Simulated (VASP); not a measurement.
Here is a VASP 6.6.1 calculation.

The input INCAR:

```
SYSTEM = ZnO
PREC = Accurate ; ENCUT = 600
EDIFF = 1E-6 ; ISMEAR = 0
SIGMA = 0.02 ; LREAL = .False.
LASPH = .True. ; NELM = 120
ALGO = Normal ; ISIF = 3
LWAVE = .False. ; LCHARG = .False.
GGA = PE ; IBRION = 2
NSW = 80 ; EDIFFG = -0.005
KPAR = 4
```

Contents of KPOINTS:

```
Automatic mesh
0
Gamma
  11 11 6
  0 0 0
```

File POSCAR:

```
ZnO                                     
1.0
    3.2862418568      0.0000000000      0.0000000000
   -1.6431209284      2.8459689237     -0.0000000000
    0.0000000000      0.0000000000      5.3016915136
  Zn              O             
     2     2
Direct
     0.6666666699999979    0.3333333300000021    0.5005795292746178
     0.3333333300000021    0.6666666699999979    0.0005795292746178
     0.6666666699999979    0.3333333300000021    0.8797304707253837
     0.3333333300000021    0.6666666699999979    0.3797304707253837
```

Potentials or basis: VASP PAW PBE potentials, release 64 (Zn, O).

The run is started by

```bash
$ cat potpaw_PBE.64/Zn/POTCAR potpaw_PBE.64/O/POTCAR > POTCAR
$ mpirun -np 4 vasp_std > vasp.out
```

**Question.** Predict the band gap on the k mesh.

**Answer.** 0.72 eV, direct.

Final structure:
```cif
data_structure
_symmetry_space_group_name_H-M 'P 1'
_symmetry_Int_Tables_number 1
_cell_length_a 3.2862
_cell_length_b 3.2862
_cell_length_c 5.3017
_cell_angle_alpha 90.000
_cell_angle_beta 90.000
_cell_angle_gamma 120.000
_cell_volume 49.58
loop_
_atom_site_label
_atom_site_type_symbol
_atom_site_fract_x
_atom_site_fract_y
_atom_site_fract_z
_atom_site_occupancy
Zn1 Zn 0.66667 0.33333 0.50058 1
Zn2 Zn 0.33333 0.66667 0.00058 1
O1 O 0.66667 0.33333 0.87973 1
O2 O 0.33333 0.66667 0.37973 1
```

Caveat: the relaxation stopped at its first step, so nothing moved. As with any semilocal functional, this PBE gap is likely too small.
